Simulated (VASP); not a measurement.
All values below come from PBE GGA, VASP's PBE PAW potentials (set 64) (plane waves; VASP).

Input for VASP

File POSCAR:
```
RuAl
1.0
  3.0030718001   0.0000000000   0.0000000000
  0.0000000000   3.0030718001   0.0000000000
  0.0000000000   0.0000000000   3.0030718001
Al Ru
1 1
Cart
  1.5015359000   1.5015359000   1.5015359000
  0.0000000000   0.0000000000   0.0000000000
```

### INCAR
```
ALGO  =  Normal
EDIFF  =  1E-6
EDIFFG  =  -0.02
ENCUT  =  500
GGA  =  PE
IBRION  =  2
ISIF  =  3
ISMEAR  =  1
LASPH  =  T
LCHARG  =  F
LMAXMIX  =  4
LREAL  =  F
LWAVE  =  F
NELM  =  100
NSW  =  40
PREC  =  Accurate
PSTRESS  =  50
SIGMA  =  0.1
SYSTEM  =  RuAl
```

### KPOINTS
```
Automatic mesh
0
Gamma
12 12 12
0 0 0
```

POTCAR, in this order: Al Ru_pv (PBE.64 set). Program: vasp_std.

Energy and stress use the plane-wave basis of the starting cell.

Task: Estimate the energy per atom (σ→0), volume per atom, band gap (on the k-mesh).

Result: 
The energy per atom (σ→0) comes out as -7.128 eV/atom, the band gap (on the k-mesh) comes out as none (metal, semimetal or under 0.01 eV) and the volume per atom comes out as 13.23 Å³/atom.

OSZICAR:
```
...
DAV:   2    -0.143240553720E+02    0.47029E+00   -0.33925E+00  2128   0.219E+01    0.223E+00
DAV:   3    -0.142559133008E+02    0.68142E-01   -0.21056E-01  2124   0.537E+00    0.482E-01
DAV:   4    -0.142555351617E+02    0.37814E-03   -0.13758E-02  2124   0.802E-01    0.159E-01
DAV:   5    -0.142557505022E+02   -0.21534E-03   -0.11134E-03  2380   0.395E-01    0.833E-02
DAV:   6    -0.142558087529E+02   -0.58251E-04   -0.11990E-04  2348   0.121E-01    0.146E-02
DAV:   7    -0.142558085854E+02    0.16753E-06   -0.13171E-05  2352   0.387E-02    0.530E-03
DAV:   8    -0.142558089708E+02   -0.38541E-06   -0.78885E-07  1108   0.959E-03
   3 F= -.13429882E+02 E0= -.13429760E+02  d E =-.995566E-02
```

The compound is RuAl in the CsCl type structure. This run relaxes it under an external pressure of 5 GPa. Symmetry was kept, so distortions that lower it aren't found. The electron count is odd and the run is not spin-polarised, which forces a metal.
